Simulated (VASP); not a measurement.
# YSe: formation energy of Se on the Y site, part 2 of 5

How easily does Se on the Y site form in YSe? The host is relaxed first, then a supercell is run with and without the defect. The start is a cell from a database of measured crystal structures.

VASP 6.6.1, plane waves and PAW; the level of theory is named at each step.

Still holding for the runs below: The k-mesh is coarse for a metal.

So far. Step 2 (The host at zero pressure): The run ended after 3 ionic steps, 0.001 eV below its first step, once forces and stress met EDIFFG = -0.02.

**3. The perfect supercell**

Level of this step: PBEsol; plane waves and PAW (Y_sv, Se) (VASP).

System of this step: YSe. Symmetry: Fm-3m, No. 225, cubic system. Conventional cell: a = 5.690 Å, b = 5.690 Å, c = 5.690 Å, α = 90.00°, β = 90.00°, γ = 90.00°. Nearest to Y lie 6 Se at 2.85 Å. Nearest to Se lie 6 Y at 2.85 Å. Farther neighbours and most contacts between anions are not listed.

The same cell, mesh and cutoff without the defect give the energy to subtract and, in a gapped host, the band edges to count from, so that most errors cancel.

Contents of INCAR:

```
SYSTEM = YSe
PREC = Normal
ENCUT = 300
EDIFF = 1E-05
NELM = 120
ISMEAR = 1
SIGMA = 0.2
LREAL = Auto
ALGO = Fast
GGA = PS
NBANDS = 126
LORBIT = 11
LWAVE = .FALSE.
LCHARG = .FALSE.
KPAR = 4
```

Contents of POSCAR:

```
YSe
1.0
    0.0000000000      5.6901597062      5.6901597062
    5.6901597062      0.0000000000      5.6901597062
    8.5352395593      8.5352395593      0.0000000000
Y Se
12 12
Direct
    0.2500000000      0.2500000000      0.1666666667
    0.2500000000      0.2500000000      0.5000000000
    0.2500000000      0.2500000000      0.8333333333
    0.2500000000      0.7500000000      0.1666666667
    0.2500000000      0.7500000000      0.5000000000
    0.2500000000      0.7500000000      0.8333333333
    0.7500000000      0.2500000000      0.1666666667
    0.7500000000      0.2500000000      0.5000000000
    0.7500000000      0.2500000000      0.8333333333
    0.7500000000      0.7500000000      0.1666666667
    0.7500000000      0.7500000000      0.5000000000
    0.7500000000      0.7500000000      0.8333333333
    0.0000000000      0.0000000000      0.0000000000
    0.0000000000      0.0000000000      0.3333333333
    0.0000000000      0.0000000000      0.6666666667
    0.0000000000      0.5000000000      0.0000000000
    0.0000000000      0.5000000000      0.3333333333
    0.0000000000      0.5000000000      0.6666666667
    0.5000000000      0.0000000000      0.0000000000
    0.5000000000      0.0000000000      0.3333333333
    0.5000000000      0.0000000000      0.6666666667
    0.5000000000      0.5000000000      0.0000000000
    0.5000000000      0.5000000000      0.3333333333
    0.5000000000      0.5000000000      0.6666666667
```

Contents of KPOINTS:

```
Automatic mesh
0
Gamma
4 4 3
0 0 0
```

The projector-augmented-wave data sets are Y_sv and Se (PBE family, release 64).

Launch:

```console
$ mpirun -np 4 vasp_std
```

Log:

```text
[banner, memory and clock lines left out]
running    4 mpi-ranks, on    1 nodes
 distrk:  each k-point on    1 cores,    4 groups
 distr:  one band on    1 cores,    1 groups

 POSCAR found type information on POSCAR Y Se
 POSCAR found :  2 types and      24 ions
 [... a notice as in an earlier step ...]

 LDA part: xc-table for (Slater+PW92), standard interpolation
|                                                                             |
|           W    W    AA    RRRRR   N    N  II  N    N   GGGG   !!!           |
|           W    W   A  A   R    R  NN   N  II  NN   N  G    G  !!!           |
|           W    W  A    A  R    R  N N  N  II  N N  N  G       !!!           |
|           W WW W  AAAAAA  RRRRR   N  N N  II  N  N N  G  GGG   !            |
|           WW  WW  A    A  R   R   N   NN  II  N   NN  G    G                |
|           W    W  A    A  R    R  N    N  II  N    N   GGGG   !!!           |
|                                                                             |
|     Your reciprocal lattice and k-lattice belong to different lattice       |
|     classes:                                                                |
|                                                                             |
|        The reciprocal lattice is body-centered orthorhombic,                |
|        whereas your k-lattice is base-centered monoclinic.                  |
|                                                                             |
|     Results are often still useful ...                                      |
|                                                                             |

 POSCAR, INCAR and KPOINTS ok, starting setup
 FFT: planning ... GRIDC
 FFT: planning ... GRID_SOFT
 FFT: planning ... GRID
 WAVECAR not read
 entering main loop
       N       E                     dE             d eps       ncg     rms          rms(c)
DAV:   1     0.110234904946E+04    0.11023E+04   -0.70705E+04  4284   0.103E+03
DAV:   2    -0.599408317961E+02   -0.11623E+04   -0.11142E+04  5054   0.301E+02
DAV:   3    -0.170208395401E+03   -0.11027E+03   -0.10910E+03  5692   0.715E+01
DAV:   4    -0.179625785832E+03   -0.94174E+01   -0.93849E+01  6656   0.180E+01
DAV:   5    -0.180096548911E+03   -0.47076E+00   -0.47034E+00  5688   0.371E+00    0.883E+01
RMM:   6    -0.173157065010E+03    0.69395E+01   -0.13757E+01  5067   0.659E+00    0.608E+01
RMM:   7    -0.174192146004E+03   -0.10351E+01   -0.34135E+01  6274   0.959E+00    0.135E+01
RMM:   8    -0.173945901015E+03    0.24624E+00   -0.27617E+01  6073   0.856E+00    0.146E+01
RMM:   9    -0.172485946677E+03    0.14600E+01   -0.44834E+00  4961   0.383E+00    0.243E+00
RMM:  10    -0.172574818241E+03   -0.88872E-01   -0.84213E-01  6475   0.165E+00    0.178E+00
RMM:  11    -0.172621166240E+03   -0.46348E-01   -0.40249E-01  6815   0.899E-01    0.255E+00
RMM:  12    -0.172643609341E+03   -0.22443E-01   -0.10499E-01  7310   0.484E-01    0.405E+00
RMM:  13    -0.172930853935E+03   -0.28724E+00   -0.81980E-01  7196   0.131E+00    0.119E+01
RMM:  14    -0.172665885227E+03    0.26497E+00   -0.39411E-01  6905   0.103E+00    0.485E+00
WARNING in EDDRMM: call to ZHEGV failed, returncode =   8  4    111
RMM:  15    -0.172648925025E+03    0.16960E-01   -0.31716E-02  6216   0.406E-01    0.399E+00
RMM:  16    -0.172649473348E+03   -0.54832E-03   -0.52023E-03  7028   0.143E-01    0.404E+00
RMM:  17    -0.172640946445E+03    0.85269E-02   -0.35288E-03  6438   0.118E-01    0.385E+00
RMM:  18    -0.172599130570E+03    0.41816E-01   -0.85680E-02  7976   0.514E-01    0.157E+00
RMM:  19    -0.172594079481E+03    0.50511E-02   -0.15699E-02  7006   0.190E-01    0.122E+00
RMM:  20    -0.172593839018E+03    0.24046E-03   -0.21144E-03  6796   0.704E-02    0.124E+00
RMM:  21    -0.172592052815E+03    0.17862E-02   -0.23766E-03  6639   0.776E-02    0.829E-01
RMM:  22    -0.172590747368E+03    0.13054E-02   -0.31472E-03  6907   0.975E-02    0.438E-01
RMM:  23    -0.172590355297E+03    0.39207E-03   -0.20594E-03  6667   0.783E-02    0.165E-01
RMM:  24    -0.172590358266E+03   -0.29691E-05   -0.49820E-04  6460   0.364E-02    0.814E-02
RMM:  25    -0.172590364283E+03   -0.60166E-05   -0.12959E-04  5352   0.166E-02    0.596E-02
RMM:  26    -0.172590364205E+03    0.77778E-07   -0.42540E-05  4472   0.102E-02
   1 F= -.17259036E+03 E0= -.17258248E+03  d E =-.236612E-01
```

It took 4.4 min on 4 MPI ranks of AMD EPYC 7R43, shared host; peak memory 1.8 GiB.

Parts of OUTCAR (step 3):

```text
  LATTYP: Found a face centered orthorhombic cell.
 ALAT       =     8.0471010286
 B/A-ratio  =     1.7320508076
 C/A-ratio  =     2.4494897428

 Subroutine GETGRP returns: Found  4 space group operations
 (whereof  4 operations were pure point group operations)

The static configuration has the point symmetry C_2h.

 Found     17 irreducible k-points:

   k-points           NKPTS =     17   k-points in BZ     NKDIM =     17   number of bands    NBANDS=    126

   dimension x,y,z NGX =    36 NGY =   36 NGZ =   54
   dimension x,y,z NGXF=    72 NGYF=   72 NGZF=  108

   ENCUT  =  300.0 eV  22.05 Ry    4.70 a.u.  11.36 11.36 17.05*2*pi/ulx,y,z

   NELECT =     204.0000    total number of electrons

 E-fermi :   6.0541

 k-point     1 :       0.0000    0.0000    0.0000
  band No.  band energies     occupation
    ...
    100       4.8038      2.00000
    101       4.8038      2.00000
    102       5.8135      2.07077
    103       5.8137      2.07075
    104       5.8180      2.07027
    105       6.5372     -0.00335
    106       6.5372     -0.00335
    107       6.6207     -0.00046
    108       6.6252     -0.00041
    109       6.6464     -0.00023
    ...

 k-point     2 :       0.2500    0.0000    0.0000
  band No.  band energies     occupation
    ...
    101       5.7720      2.06274
    102       5.9189      1.90239
    103       5.9709      1.64139
    104       6.1008      0.61707
    105       6.1037      0.59468
    106       6.7867     -0.00000
    107       6.9219     -0.00000
    108       6.9287     -0.00000
    109       6.9749     -0.00000
    110       6.9813     -0.00000
    ...

  Total       -0.1443885     -0.1443885     -0.0186491     -0.5408190      0.1909541      0.1909536
  in kB       -0.4185512     -0.4185512     -0.0540598     -1.5677178      0.5535349      0.5535333
  external PRESSURE =      -0.2970541 kB  Pullay stress =       0.0000000 kB

  energy-cutoff  :      300.00
  volume of cell :      552.71
      direct lattice vectors                 reciprocal lattice vectors
     0.000000000  5.690159706  5.690159706    -0.087870996  0.087870996  0.087870996
     5.690159706  0.000000000  5.690159706     0.087870996 -0.087870996  0.087870996
     8.535239559  8.535239559  0.000000000     0.058580664  0.058580664 -0.058580664

 POSITION                                       TOTAL-FORCE (eV/Angst)
 -----------------------------------------------------------------------------------
      2.84508      2.84508      2.84508         0.000000      0.000000     -0.000000
      5.69016      5.69016      2.84508        -0.000000     -0.000000      0.000000
      8.53524      8.53524      2.84508         0.000000     -0.000000      0.000000
      5.69016      2.84508      5.69016         0.000000     -0.000000     -0.000000
      8.53524      5.69016      5.69016         0.000000      0.000000     -0.000000
     11.38032      8.53524      5.69016        -0.000000     -0.000000      0.000000
      2.84508      5.69016      5.69016         0.000000      0.000000     -0.000000
      5.69016      8.53524      5.69016         0.000000      0.000000     -0.000000
      8.53524     11.38032      5.69016         0.000000     -0.000000     -0.000000
      5.69016      5.69016      8.53524        -0.000000     -0.000000      0.000000
      8.53524      8.53524      8.53524        -0.000000      0.000000      0.000000
     11.38032     11.38032      8.53524        -0.000000      0.000000      0.000000
      0.00000      0.00000      0.00000         0.000000      0.000000      0.000000
      2.84508      2.84508      0.00000        -0.000000      0.000000     -0.000000
      5.69016      5.69016      0.00000         0.000000     -0.000000     -0.000000
      2.84508      0.00000      2.84508        -0.000000     -0.000000      0.000000
      5.69016      2.84508      2.84508         0.000000      0.000000     -0.000000
      8.53524      5.69016      2.84508        -0.000000     -0.000000      0.000000
      0.00000      2.84508      2.84508        -0.000000     -0.000000      0.000000
      2.84508      5.69016      2.84508         0.000000      0.000000     -0.000000
      5.69016      8.53524      2.84508        -0.000000     -0.000000     -0.000000
      2.84508      2.84508      5.69016        -0.000000      0.000000     -0.000000
      5.69016      5.69016      5.69016         0.000000     -0.000000      0.000000
      8.53524      8.53524      5.69016        -0.000000      0.000000     -0.000000
 -----------------------------------------------------------------------------------
    total drift:                                0.000000      0.000000      0.000000

  FREE ENERGIE OF THE ION-ELECTRON SYSTEM (eV)
  ---------------------------------------------------
  free  energy   TOTEN  =      -172.5903642049 eV

  energy  without entropy=     -172.5667030097  energy(sigma->0) =     -172.58247714

 total charge
# of ion       s       p       d       f       tot
--------------------------------------------------
    1        2.151   6.299   1.123   0.054   9.627
    2        2.151   6.299   1.123   0.054   9.627
    3        2.151   6.299   1.123   0.054   9.627
    4        2.151   6.299   1.123   0.054   9.627
    5        2.151   6.299   1.123   0.054   9.627
    6        2.151   6.299   1.123   0.054   9.627
    7        2.151   6.299   1.123   0.054   9.627
    8        2.151   6.299   1.123   0.054   9.627
    9        2.151   6.299   1.123   0.054   9.627
   10        2.151   6.299   1.123   0.054   9.627
   11        2.151   6.299   1.123   0.054   9.627
   12        2.151   6.299   1.123   0.054   9.627
   13        1.430   2.480   0.047   0.000   3.956
   14        1.430   2.480   0.047   0.000   3.956
   15        1.430   2.480   0.047   0.000   3.956
   16        1.430   2.480   0.047   0.000   3.956
   17        1.430   2.480   0.047   0.000   3.956
   18        1.430   2.480   0.047   0.000   3.956
   19        1.430   2.480   0.047   0.000   3.956
   20        1.430   2.480   0.047   0.000   3.956
   21        1.430   2.480   0.047   0.000   3.956
   22        1.430   2.480   0.047   0.000   3.956
   23        1.430   2.480   0.047   0.000   3.956
   24        1.430   2.480   0.047   0.000   3.956
--------------------------------------------------
tot         42.972 105.347  14.032   0.647 162.998

[... 7 further parts left out ...]
```

Numbers from this step:

* electronic cycles: 26
* electrons: 204
* free energy (TOTEN): -172.5904 eV
* energy at zero smearing: -172.5825 eV
* Fermi energy: 6.054 eV

The host is treated as a metal, as its relaxation found a gap under 0.3 eV or none, and only the neutral defect is run.

[end of part 2 of 5]

[Lines on the potential files, build, host, timing and source positions are cut from VASP's logs without a mark.]

[Logs are printed without paths, hosts, clocks, repeated set-up lines and the standing remarks that a program may print on its own settings, such as how far it seeks lower states.]

[Hosts, paths, dates, database ids (printed as entryN), source tags and the programs' standing remarks are cut or masked in the printed files.]

[In band tables of VASP the shares of atoms and orbitals are scaled to a sum of 1 inside the atoms' spheres.]

[Runs that stopped without an error message from VASP are left out.]
